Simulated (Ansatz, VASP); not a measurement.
## Two plane-wave programs on NaLuSbH

```
CELL_PARAMETERS angstrom
4.13231 0.00000 0.00000
0.00000 4.13231 0.00000
0.00000 0.00000 5.75933
ATOMIC_POSITIONS crystal
Na 0.00000 0.00000 0.00000
Lu 0.50000 0.50000 0.50000
Sb 0.50000 0.50000 0.00000
H 0.00000 0.00000 0.50000
```

Alike in both runs: functional PBE; k mesh 12 × 12 × 8; occupations gaussian, width 0.1 eV; no spin polarisation.

Ansatz relaxed the structure, and its values are those at the end. VASP's run is a single point on that final structure, the one shown.

|  | VASP | Ansatz |
| --- | --- | --- |
| version | VASP 6.6.1 | Ansatz 0.2.0 |
| potentials or method | VASP PAW PBE potentials, release 64 (Na_pv, Lu, Sb, H) | scalar-relativistic, plane waves, PAW |
| plane-wave cutoff (eV) | 520 | 420 |
| valence electrons in the cell | 38 | 50 |

|  | VASP | Ansatz | Ansatz less VASP |
| --- | --- | --- | --- |
| gap on the k mesh at the Fermi level (eV) | none | none | - |
| pressure (GPa) | 0.1 | 0.0 | -0.08 |

A gap of «none» marks a metal or a gap that the smearing closes. The two sets of potentials don't hold the same shells in valence.

Spin-orbit coupling is left out, which matters for the levels of Lu, Sb.
